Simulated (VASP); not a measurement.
Here is the system:

```
BaZrO3
1.0
    4.19000     0.00000     0.00000
    0.00000     4.19000     0.00000
    0.00000     0.00000     4.19000
Ba Zr O
1 1 3
Cartesian
  0.00000   0.00000   0.00000
  2.09500   2.09500   2.09500
  2.09500   0.00000   2.09500
  0.00000   2.09500   2.09500
  2.09500   2.09500   0.00000
```

Method: PBEsol GGA, VASP's PBE PAW potentials (set 64) (plane waves; VASP 6.6.1). Numerical set-up: 620 eV cut-off, 5×5×5 Γ-centred mesh, Gaussian smearing of 0.050 eV, potentials Ba_sv Zr_sv O.

**Question.** What does the run give for the energy per atom (σ→0)?

**Answer.** 
```
Property                       Result
---------------------  --------------
energy per atom (σ→0)  -8.726 eV/atom
```

Total energies compare only between runs with the same potentials, cut-off and functional.

The compound is BaZrO3 in the cubic perovskite structure. The cell was not relaxed at this level.
